Going from LDA to a gradient-corrected functional (GGA), and from there to a meta-GGA, ought to bring the band gap of PbSe step by step closer to the measured one. On that view the simplest functional should be the worst choice. The measured gap is roughly 0.15 eV in the cold and 0.3 eV at room temperature, both recalled figures. Read against them, the table seems to say the opposite.

Band gaps of rock-salt PbSe from VASP 6.6.1, plane-wave PAW DFT without spin-orbit coupling or spin polarisation. All rows use the same fixed two-atom cell (cubic edge 6.121 Å), an 8×8×8 k mesh, a 520 eV cutoff and Fermi-Dirac smearing of 0.05 eV.

```tsv
functional	potentials	gap on mesh (eV)	direct gap on mesh (eV)
LDA	VASP PAW LDA potentials, recommended	0.162	0.162
PBE	VASP PAW PBE potentials, recommended	0.292	0.292
RPBE	VASP PAW PBE potentials, recommended	0.376	0.376
BLYP	VASP PAW PBE potentials, recommended	0.395	0.395
LMBJ	VASP PAW PBE potentials, recommended	0.859	0.859
SCAN	VASP PAW PBE potentials, recommended	0.505	0.505
TPSS	VASP PAW PBE potentials, recommended	0.321	0.321
```

The two columns of results agree in every row: "gap on mesh" is the smallest distance between filled and empty levels on the mesh, and "direct gap on mesh" is the smallest one at a single point of it. The gap of PbSe is known to lie at L, the centre of the hexagonal faces of the Brillouin zone. The runs support this, because the smearing entropies with LDA and PBE correspond to four equivalent edge points, and in this lattice only L forms a set of four. The mesh therefore contains the band edge itself, which removes most of the worry that the small LDA gap might close between mesh points. A mesh centred on Γ, the middle of the zone, with an odd number of divisions would miss L and give too large a gap.

**LDA and PBE.** LDA gives 0.162 eV and PBE 0.292 eV, so the first looks right for a cold crystal and the second for a warm one. The warm figure is a poor target in any case, because part of it comes from lattice vibrations, which a calculation with fixed atoms doesn't contain. Neither agreement can be trusted, since all rows leave out spin-orbit coupling, which is strong in lead. The lower conduction edge is mainly Pb 6p, and at L it is a single orbital, as the count of four edge points with one level each implies. Spin-orbit coupling can't split it, but it mixes it with the pair of p levels above and so pushes it down towards the valence band, the more so the closer that pair lies. This is known to reduce the gap by a few tenths of an eV, as much as the whole gap in these two rows.

A short estimate shows what that means. Let $E_\mathrm{g}$ be the gap in the table and $\Delta_\mathrm{so}$ the lowering by spin-orbit coupling, taken as the same for every functional and as a rough 0.3 to 0.5 eV. For LDA with the smaller value,

$$E_\mathrm{g}-\Delta_\mathrm{so}\approx 0.16-0.3\approx-0.14\ \mathrm{eV}.$$

The negative sign doesn't mean a metal. It means that the two edge levels at L have exchanged places, so that the level which should be empty lies below the one which should be filled.

This is a trap in practice. After such an exchange a program still reports a positive gap, and with LDA it could again be of the measured size, now with the wrong level on top. PBE comes out between about zero and −0.2 eV, so it is exposed to the same failure. The symmetry of the edge levels at L has to be inspected along with the size of the gap.

The step from LDA to PBE is 0.13 eV, and the common cell keeps geometry out of it. Each of these two runs has its own matching potentials, however, and their share in the step is untested. All the other rows reuse the PBE potentials, which is also untested and matters most where two gaps differ by only a few hundredths of an eV. Relaxing the cell would widen the difference. At this volume LDA is under tension and would contract, while PBE is under pressure and would expand, and the gap of PbSe is known to grow with volume. The reason is that the valence top at L is an antibonding mixture of Pb 6s and Se 4p, which is pushed up when the atoms come closer.

**RPBE and BLYP.** These two GGAs give gaps about 0.1 eV larger than PBE and differ from each other by only 0.02 eV. Such agreement is easily taken for a sign that both have found the same correction. The levels at Γ show that this holds only in part: relative to PBE, RPBE widens the gap there by 0.06 eV, whereas BLYP narrows it by 0.10 eV. Counted from the highest filled level at Γ, both raise the conduction edge at L by about 0.1 eV and hardly move the valence top, so they act alike at the band edges and differently elsewhere. Agreement in one gap says little about the rest of the bands.

The comparison also shows why this material is so demanding. At Γ the gap is 6.6 eV with PBE, and a shift of a tenth of an eV hardly matters. At L the antibonding valence level has risen almost to the Pb 6p level, and the gap is the small remainder between them. The same shift is then a third of the PBE gap. Wherever a gap is such a remainder, the choice of functional can be expected to weigh heavily, even if the bands as a whole look much the same.

**LMBJ.** This row has the largest gap, 0.86 eV, nearly three times that of PBE. LMBJ is a model potential designed to open gaps: it raises the potential where the density is low, and empty levels have more of their weight there than filled ones. The gap grows by nearly the same amount at L and at Γ, about 0.57 and 0.55 eV, but this isn't a rigid lift of the empty bands. Counted from the highest filled level at Γ, the empty level at L rises by 0.73 eV and the one at Γ by 0.55 eV, while the valence top at L rises by 0.17 eV and takes back part of the gain. The empty levels move most, as the picture expects. The large value is thus what the potential was made to produce, and it isn't independent evidence for a large gap.

With spin-orbit coupling subtracted as before, LMBJ keeps about 0.4 to 0.6 eV, more than either measured figure. It is the only row in which the estimate leaves the edges clearly in their proper order, but the gap that is left is too wide unless the lowering is larger with this potential than assumed, which only a run with spin-orbit coupling can tell. It also has no energy functional behind it, so forces and a relaxed cell must come from another method. Its natural use is a band structure at a known geometry.

**SCAN and TPSS.** These two meta-GGAs show that the rung alone doesn't fix the size of the gap, although both lie above PBE. SCAN gives 0.51 eV, above all the GGAs, but TPSS gives 0.32 eV, below both RPBE and BLYP. Both functionals use the kinetic energy density of the orbitals, so that the electrons feel an operator and not just a common local potential. Theory says that the gap between orbital energies can then include part of the jump in potential that LDA and the GGAs lack.

How much of it is included depends on how strongly the functional responds to the kinetic energy density. That response is known to be weaker in TPSS than in SCAN, which is the likely reason why TPSS stays within 0.03 eV of PBE. The table shows the difference between the two but doesn't isolate its cause. If that reason holds, the strength of this dependence is a better guide to the gap than the name of the rung.

After the subtraction SCAN is left with a gap between about zero and 0.2 eV, a range that includes the measured value for the cold crystal. That makes it a reasonable candidate for a run with spin-orbit coupling, not a proven choice. For TPSS, RPBE and BLYP the estimate can't even fix the order of the edges, because the outcome changes sign within the assumed range. The estimate has no adjusted constant, and its weak point is the assumption of one lowering for all functionals. It can sort out rows that are in danger, but it can't rank those that lie close together.

**What accuracy is needed.** PbSe serves as the absorbing layer of infrared detectors, where the gap sets the longest wavelength that is detected. This cut-off is inversely proportional to the gap, so an error of a tenth in one is about a tenth in the other. Taken at face value, the LDA gap would put the cut-off near 7.7 µm and the PBE gap near 4.2 µm, which are different detectors. To place the cut-off within a tenth, a gap of 0.3 eV must be right to 0.03 eV, and most steps between the functionals are larger than that.

For such a design none of these gaps should be used as an absolute number. A measured gap can fix the scale, and a calculation with spin-orbit coupling can then supply what is less sensitive to the functional, such as the course of the bands well away from the edge. The choice of functional is still a serious matter, since the gaps in the table span 0.7 eV. It just can't be settled while an effect of several tenths of an eV is left out.

Cost is a weak argument against including it. LDA and the GGAs need about the same work, and the meta-GGAs add the kinetic energy density at a moderate price. Spin-orbit coupling doubles both the number of orbitals and the components of each, so the step that keeps the orbitals orthogonal, which grows with the square of their number, takes about eight times the work. For a cell of two atoms that is easily affordable. The printed output after this text lists the steps between the functionals and the estimate for every row.

The practical rule for PbSe is to switch on spin-orbit coupling first, then to check at L which level is filled, and only then to compare the size of the gap with experiment. A functional that gives the right number before the first step has most likely failed the second.

The analysis program printed:

```
Gaps in eV and cut-off wavelength in micrometres:
   row    gap  gap minus PBE  ratio to PBE  cut-off  gap less 0.3  gap less 0.5
   LDA  0.162          -0.13        0.5548    7.653        -0.138        -0.338
   PBE  0.292              0             1    4.246        -0.008        -0.208
  RPBE  0.376          0.084         1.288    3.297         0.076        -0.124
  BLYP  0.395          0.103         1.353    3.139         0.095        -0.105
  LMBJ  0.859          0.567         2.942    1.443         0.559         0.359
  SCAN  0.505          0.213         1.729    2.455         0.205         0.005
  TPSS  0.321          0.029         1.099    3.862         0.021        -0.179
Largest minus smallest gap, eV: 0.697
Largest over smallest gap: 5.302
BLYP minus RPBE, eV: 0.019
RPBE minus TPSS, eV: 0.055
SCAN minus TPSS, eV: 0.184
LMBJ minus SCAN, eV: 0.354
Gap at Gamma with PBE, eV: 6.59
Gap at Gamma, RPBE minus PBE, eV: 0.06
Gap at Gamma, BLYP minus PBE, eV: -0.1
Gap at Gamma, LMBJ minus PBE, eV: 0.545
Rise of the Gamma gap from PBE to LMBJ, percent: 8.27
Rise of the smallest gap from PBE to LMBJ, percent: 194.2
Equivalent edge points implied by the smearing entropy, LDA: 4.01
Equivalent edge points implied by the smearing entropy, PBE: 4.006
Pressure at the fixed cell, LDA, GPa: -2.024
Pressure at the fixed cell, PBE, GPa: 2.402
Cost factor of orthogonalisation with two-component orbitals, from scaling: 8
```
